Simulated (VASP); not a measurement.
# ScAgB4F2 (P6/mmm) in VASP: further runs

Runs on ScAgB4F2. Level: PBE+D3(BJ). Tasks: single point, relaxation of cell and atoms.

All numbers are computed with VASP 6.6.1; they aren't measurements. Logs are shortened: lines on timing, memory, paths and dates and some standing lists are left out, and cuts for length are marked.

## Step 1: The crystal as given

The structure is hexagonal, space group P6/mmm (No. 191). Conventional cell: a = 3.116 Å, b = 3.116 Å, c = 10.958 Å, α = 90.00°, β = 90.00°, γ = 120.00°. Sc (site symmetry 6/mmm) is surrounded by 12 B at 2.40 Å. Around Ag (site symmetry 6/mmm) lie 2 F at 2.06 Å. B (site symmetry 3m) has 3 B at 1.80 Å as nearest neighbours. F (site symmetry 6mm) is surrounded by 1 Ag at 2.06 Å.

The cell was built by a generator and needn't be a form met in nature.

## Step 2: Single point, PBE+D3(BJ)

INCAR

```
SYSTEM = ScAgB4F2
PREC = Accurate
ENCUT = 520
EDIFF = 1E-7
ISMEAR = 0
SIGMA = 0.1
LREAL = .FALSE.
LASPH = .TRUE.
NELM = 100
ALGO = Normal
ISIF = 2
LWAVE = .FALSE.
LCHARG = .FALSE.
GGA = PE
IVDW = 12
NBANDS = 34
```

KPOINTS

```
regular mesh
0
G
  6 6 2
  0 0 0
```

POSCAR

```
ScAgB4F2
1.0
    3.1157292553      0.0000000000      0.0000000000
   -1.5578646277      2.6983006864      0.0000000000
    0.0000000000      0.0000000000     10.9584082989
Sc Ag B F
1 1 4 2
Direct
    0.0000000000      0.0000000000      0.0000000000
    0.0000000000      0.0000000000      0.5000000000
    0.3333333333      0.6666666667      0.8547687267
    0.6666666667      0.3333333333      0.8547687267
    0.3333333333      0.6666666667      0.1452312733
    0.6666666667      0.3333333333      0.1452312733
    0.0000000000      0.0000000000      0.6877391432
    0.0000000000      0.0000000000      0.3122608568
```

Potentials or basis: VASP PAW PBE potentials, release 64 (Sc_sv, Ag, B, F).

Started as:

```sh
> cat potpaw_PBE.64/Sc_sv/POTCAR potpaw_PBE.64/Ag/POTCAR potpaw_PBE.64/B/POTCAR potpaw_PBE.64/F/POTCAR > POTCAR
> mpirun -np 1 vasp_std > vasp.out
```

OUTCAR:

```text
SYSTEM = ScAgB4F2
   PREC = Accurate
   ENCUT = 520
   EDIFF = 1E-7
   ISMEAR = 0
   LREAL = .FALSE.
   LASPH = .TRUE.
   NELM = 100
   ISIF = 2
   GGA = PE
   IVDW = 12
 IVDW          = 12

 ion  position               nearest neighbor table
   1  0.000  0.000  0.000-   3 2.40   4 2.40   5 2.40   6 2.40   4 2.40   6 2.40   3 2.40   5 2.40
                             4 2.40   6 2.40   3 2.40   5 2.40
   2  0.000  0.000  0.500-   7 2.06   8 2.06
   3  0.333  0.667  0.855-   4 1.80   4 1.80   4 1.80   1 2.40   1 2.40   1 2.40
   4  0.667  0.333  0.855-   3 1.80   3 1.80   3 1.80   1 2.40   1 2.40   1 2.40
   5  0.333  0.667  0.145-   6 1.80   6 1.80   6 1.80   1 2.40   1 2.40   1 2.40
   6  0.667  0.333  0.145-   5 1.80   5 1.80   5 1.80   1 2.40   1 2.40   1 2.40
   7  0.000  0.000  0.688-   2 2.06
   8  0.000  0.000  0.312-   2 2.06

  LATTYP: Found a hexagonal cell.
 ALAT       =     3.1157292553
 C/A-ratio  =     3.5171246925

  Lattice vectors:

 A1 = (   3.1157292553,   0.0000000000,   0.0000000000)
 A2 = (  -1.5578646277,   2.6983006864,   0.0000000000)
 A3 = (   0.0000000000,   0.0000000000,  10.9584082989)

Analysis of symmetry for initial positions (statically):
=====================================================================
 Subroutine PRICEL returns:
 Original cell was already a primitive cell.

 Routine SETGRP: Setting up the symmetry group for a
 hexagonal supercell.

 Subroutine GETGRP returns: Found 24 space group operations
 (whereof 24 operations were pure point group operations)
 out of a pool of 24 trial point group operations.

The static configuration has the point symmetry D_6h.

Analysis of symmetry for dynamics (positions and initial velocities):
=====================================================================
 Subroutine PRICEL returns:
 Original cell was already a primitive cell.

 Routine SETGRP: Setting up the symmetry group for a
 hexagonal supercell.

 Subroutine GETGRP returns: Found 24 space group operations
 (whereof 24 operations were pure point group operations)
 out of a pool of 24 trial point group operations.

The dynamic configuration has the point symmetry D_6h.

 Subroutine INISYM returns: Found 24 space group operations
 (whereof 24 operations are pure point group operations),
 and found     1 'primitive' translations

[... 101 lines left out ...]
   ISIF   =      2    stress and relaxation
   ISYM   =      2    0-nonsym 1-usesym 2-fastsym
   POTIM  = 0.5000    time-step for ionic-motion
   TEBEG  =    0.0;   TEEND  =   0.0 temperature during run
   PSTRESS=    0.0 pullay stress
   NELECT =      48.0000    total number of electrons
   NUPDOWN=      -1.0000    fix difference up-down
   EMIN   =  10.00;   EMAX   =-10.00  energy-range for DOS
   EFERMI =   0.00;   METHOD = LEGACY
   ISMEAR =     0;   SIGMA  =   0.10  broadening in eV -4-tet -1-fermi 0-gaus
   EFERMI_NEDOS =   21; number of points for ismear=-14 and -15
   IALGO  =     38    algorithm
   IMIX   =      4    mixing-type and parameters
     AMIX     =   0.40;   BMIX     =  1.00
     AMIX_MAG =   1.60;   BMIX_MAG =  1.00
  volume/ion in A,a.u.               =      11.52        77.71
  Fermi-wavevector in a.u.,A,eV,Ry     =   1.317314  2.489363 23.610420  1.735317
  Thomas-Fermi vector in A             =   2.447364
   LORBIT       =      0    0 simple, 1 ext, 2 COOP (PROOUT), +10 PAW based schemes
   GGA     = PE    functional components
   LHFCALC =     F    Hartree Fock is set to
   AEXX    =    0.0000 exact exchange contribution
   IVDW    =    12    specifies the selected vdW correction
   LEPSILON=     F    determine dielectric tensor
   LRPA    =     F    only Hartree local field effects (RPA)
 non-spin polarized calculation
 Gauss-broadening in eV      SIGMA  =   0.10
  energy-cutoff  :      520.00
  volume of cell :       92.13
 maximum number of plane-waves:      2495
 NGX is ok and might be reduce to    24
   NGX = 11   NGY = 11   NGZ = 41

 number of electron      47.9999997 magnetization

 Free energy of the ion-electron system (eV)
  ---------------------------------------------------
  ext. energy  EPLUGINS =         0.00000000
  ---------------------------------------------------
  free energy    TOTEN  =       -41.73044636 eV

  energy without entropy =      -41.72854532  energy(sigma->0) =      -41.72949584

 E-fermi :   3.4301     XC(G=0): -10.6979

 val. band max:        3.2769182616   @ k =   0.3333   0.1667   0.0000
 cond. band min:       3.5596190188   @ k =   0.1667   0.0000   0.0000
 fundamental gap:      0.2827007572
 Fermi energy:         3.4301326853

 k-point     1 :       0.0000    0.0000    0.0000
  band No.  band energies     occupation
      1     -44.6221      2.00000
      2     -23.4810      2.00000
      3     -23.0899      2.00000
      4     -23.0899      2.00000
      5     -18.7607      2.00000
      6     -18.6675      2.00000
[... 507 lines left out ...]
     33      11.2951      0.00000
     34      11.3423      0.00000

------------------------ aborting loop because EDIFF is reached ----------------------------------------

 Edisp (eV)   -1.69582

 E8    (eV) :    -0.6514

  FORCE on cell =-STRESS in cart. coord.  units (eV):
  Direction    XX          YY          ZZ          XY          YZ          ZX
  --------------------------------------------------------------------------------------
  -------------------------------------------------------------------------------------
  Total       0.01095     0.01095    -0.01274    -0.00000     0.00000     0.00000
  in kB       0.19042     0.19042    -0.22149    -0.00000     0.00000     0.00000
  external pressure =        0.05 kB  Pullay stress =        0.00 kB

 VOLUME and BASIS-vectors are now :
 -----------------------------------------------------------------------------
  energy-cutoff  :      520.00
  volume of cell :       92.13
      direct lattice vectors                 reciprocal lattice vectors
     3.115729255  0.000000000  0.000000000     0.320952149  0.185301810  0.000000000
    -1.557864628  2.698300686  0.000000000     0.000000000  0.370603619  0.000000000
     0.000000000  0.000000000 10.958408299     0.000000000  0.000000000  0.091254129

 POSITION                                       TOTAL-FORCE (eV/Angst)
 -----------------------------------------------------------------------------------
      0.00000      0.00000      0.00000        -0.000000      0.000000      0.000000
      0.00000      0.00000      5.47920        -0.000000      0.000000      0.000000
     -0.00000      1.79887      9.36690        -0.000000     -0.000000     -0.026842
      1.55786      0.89943      9.36690        -0.000000     -0.000000     -0.026842
     -0.00000      1.79887      1.59150        -0.000000      0.000000      0.026842
      1.55786      0.89943      1.59150        -0.000000      0.000000      0.026842
      0.00000      0.00000      7.53653        -0.000000      0.000000      0.031945
      0.00000      0.00000      3.42188         0.000000     -0.000000     -0.031945
 -----------------------------------------------------------------------------------
    total drift:                               -0.000000      0.000000      0.000000

  FREE ENERGIE OF THE ION-ELECTRON SYSTEM (eV)
  ---------------------------------------------------
  free  energy   TOTEN  =       -43.4262707929 eV

  energy  without entropy=      -43.4243697492  energy(sigma->0) =      -43.42532027
```

OSZICAR:

```text
N       E                     dE             d eps       ncg     rms          rms(c)
DAV:   1     0.464962262793E+03    0.46496E+03   -0.21764E+04   952   0.141E+03
DAV:   2     0.660042709403E+01   -0.45836E+03   -0.43511E+03   954   0.410E+02
[... 12 lines left out ...]
DAV:  15    -0.417304923113E+02   -0.11136E-04   -0.11145E-04  1298   0.110E-01    0.681E-02
DAV:  16    -0.417304528310E+02    0.39480E-04   -0.21444E-04  1114   0.132E-01    0.288E-02
DAV:  17    -0.417304473986E+02    0.54324E-05   -0.41364E-05  1110   0.436E-02    0.991E-03
DAV:  18    -0.417304465387E+02    0.85991E-06   -0.87539E-06  1108   0.177E-02    0.546E-03
DAV:  19    -0.417304466787E+02   -0.13999E-06   -0.15128E-06  1014   0.985E-03    0.209E-03
DAV:  20    -0.417304464413E+02    0.23738E-06   -0.12036E-07   702   0.287E-03    0.555E-04
DAV:  21    -0.417304463649E+02    0.76336E-07   -0.29215E-08   574   0.174E-03
   1 F= -.43426271E+02 E0= -.43425320E+02  d E =-.190104E-02
```

stdout:

```text
POSCAR found type information on POSCAR ScAgB F
 POSCAR found :  4 types and       8 ions
 scaLAPACK will be used
 LDA part: xc-table for (Slater+PW92), standard interpolation
 POSCAR, INCAR and KPOINTS ok, starting setup
 FFT: planning ... GRIDC
 FFT: planning ... GRID_SOFT
 FFT: planning ... GRID
 WAVECAR not read
 entering main loop
```

Wall time 49 s (1 thread of Intel Xeon Platinum 8488C (Sapphire Rapids), shared host); peak memory 0.23 GiB.

What came out:

* Free energy: -43.4263 eV
* Pressure: 0.0 GPa
* Largest force: 0.032 eV/Å
* Band gap on the k mesh: none (metal or under the smearing width)
* Dispersion energy per atom: -0.212 eV

Forces in eV/Å, atoms in the order of the input:
```
Sc   0.000  0.000  0.000
Ag   0.000  0.000  0.000
B    0.000  0.000 -0.027
B    0.000  0.000 -0.027
B    0.000  0.000  0.027
B    0.000  0.000  0.027
F    0.000  0.000  0.032
F    0.000  0.000 -0.032
```

Caveat: the k mesh is coarse (spacing up to 0.39 Å⁻¹), so the values aren't converged; pairwise dispersion overbinds metals, which lowers pressure and volume.

## Step 3: Relaxation of cell and atoms, PBE+D3(BJ)

This run uses another cell than the first one, of 13.45 Å³/atom, 1.168 times its volume.

INCAR

```
ALGO = Normal
EDIFF = 1E-7
EDIFFG = -0.04
ENCUT = 600
GGA = PE
IBRION = 2
ISIF = 3
ISMEAR = 0
IVDW = 12
LASPH = True
LCHARG = False
LREAL = False
LWAVE = False
NELM = 100
NSW = 90
PREC = Accurate
SIGMA = 0.1
```

KPOINTS

```
k-points
0
Gamma
  6 6 2
```

POSCAR

```
ScAgB4F2
1.0
    3.0931388200      0.0000000000      0.0000000000
   -1.5465694100      2.6787368000      0.0000000000
    0.0000000000      0.0000000000     12.9852872800
Sc Ag B F
1 1 4 2
Direct
    0.0000000000      0.0000000000      0.0000000000
    0.0000000000      0.0000000000      0.5000000000
    0.3333333300      0.6666666700      0.8757736600
    0.6666666700      0.3333333300      0.8757736600
    0.3333333300      0.6666666700      0.1242263400
    0.6666666700      0.3333333300      0.1242263400
    0.0000000000      0.0000000000      0.6609151100
    0.0000000000      0.0000000000      0.3390848900
```

Potentials or basis: VASP PAW PBE potentials, release 64 (Sc_sv, Ag, B, F).

Started as:

```sh
> cat potpaw_PBE.64/Sc_sv/POTCAR potpaw_PBE.64/Ag/POTCAR potpaw_PBE.64/B/POTCAR potpaw_PBE.64/F/POTCAR > POTCAR
> mpirun -np 1 vasp_std > vasp.out
```

Run time: 16 min. Hardware: 1 thread of Intel Xeon Platinum 8488C (Sapphire Rapids), shared host; peak memory 0.35 GiB.

The run converged. Its results:

| Quantity | Value |
| --- | --- |
| Free energy | -43.4499 eV |
| Relaxed volume | 11.51 Å³/atom |
| Relaxed cell | a = 3.116 Å, b = 3.116 Å, c = 10.956 Å, α = 90.00°, β = 90.00°, γ = 120.00° |
| Space group after relaxing (to 0.05 Å) | P6/mmm (No. 191) |
| Energy gained by relaxing | 162.3 meV/atom |
| Ionic steps | 21 |
| Pressure after relaxing | -0.1 GPa |
| Largest force after relaxing | 0.014 eV/Å |
| Band gap on the k mesh | none (metal or under the smearing width) |
| Dispersion energy per atom | -0.212 eV |

Forces on the atoms (eV/Å):
```
Sc   0.000  0.000  0.000
Ag   0.000  0.000  0.000
B    0.000  0.000 -0.003
B    0.000  0.000 -0.003
B    0.000  0.000  0.003
B    0.000  0.000  0.003
F    0.000  0.000  0.014
F    0.000  0.000 -0.014
```

Step by step:
| step | energy change (eV) | largest force (eV/Å) | pressure (GPa) | volume (Å³) |
| --- | --- | --- | --- | --- |
| 1 | 0.0000 | 0.9624 | -3.60 | 107.59 |
| 2 | -0.3408 | 0.7548 | 1.40 | 102.83 |
| 3 | -0.3410 | 0.7013 | 1.25 | 102.93 |
| 4 | -0.4601 | 0.9014 | -0.81 | 103.36 |
| 5 | -0.5880 | 1.4048 | -5.26 | 104.34 |
| 6 | -0.6397 | 1.3580 | -5.50 | 103.81 |
| 7 | -0.7849 | 1.2418 | -6.05 | 102.22 |
| 8 | -1.0031 | 0.9817 | -6.36 | 99.05 |
| 9 | -0.5809 | 1.2106 | -2.54 | 92.71 |
| 10 | -1.0298 | 0.9456 | -5.81 | 97.95 |
| 11 | -1.0359 | 0.6362 | -5.42 | 96.59 |
| 12 | -1.1812 | 0.3972 | -3.09 | 94.15 |
| 13 | -1.2594 | 0.3271 | 0.40 | 91.13 |
| 14 | -1.2605 | 0.3169 | 0.94 | 90.71 |
| 15 | -1.2728 | 0.2733 | 0.49 | 91.10 |
| 16 | -1.2900 | 0.1470 | -0.75 | 92.27 |
| 17 | -1.2967 | 0.0539 | 0.04 | 91.91 |
| 18 | -1.2972 | 0.0687 | 0.33 | 91.78 |
| 19 | -1.2980 | 0.0530 | 0.08 | 91.99 |
| 20 | -1.2982 | 0.0401 | -0.13 | 92.16 |
| 21 | -1.2984 | 0.0136 | -0.06 | 92.10 |

Final structure:
```cif
data_structure
_symmetry_space_group_name_H-M 'P 1'
_symmetry_Int_Tables_number 1
_cell_length_a 3.1156
_cell_length_b 3.1156
_cell_length_c 10.9558
_cell_angle_alpha 90.000
_cell_angle_beta 90.000
_cell_angle_gamma 120.000
_cell_volume 92.10
loop_
_atom_site_label
_atom_site_type_symbol
_atom_site_fract_x
_atom_site_fract_y
_atom_site_fract_z
_atom_site_occupancy
Sc1 Sc 0.00000 0.00000 0.00000 1
Ag1 Ag 0.00000 0.00000 0.50000 1
B1 B 0.33333 0.66667 0.85447 1
B2 B 0.66667 0.33333 0.85447 1
B3 B 0.33333 0.66667 0.14553 1
B4 B 0.66667 0.33333 0.14553 1
F1 F 0.00000 0.00000 0.68783 1
F2 F 0.00000 0.00000 0.31217 1
```

Levels at points of the mesh, in eV from the Fermi level:
```tsv
k point	band 22	band 23	band 24	band 25	band 26	band 27
(0.00, 0.00, 0.00)	-0.92	-0.23	0.52	0.52	1.90	2.52
(0.50, 0.00, 0.00)	-1.42	-1.41	-0.22	0.39	0.90	3.59
(0.00, 0.00, 0.50)	-0.92	-0.78	0.52	0.52	2.52	2.52
(0.50, 0.00, 0.50)	-1.19	-0.94	-0.51	0.56	0.74	3.59
```

Caveat: the k mesh is coarse (spacing up to 0.39 Å⁻¹), so the values aren't converged; pairwise dispersion overbinds metals, which lowers pressure and volume.
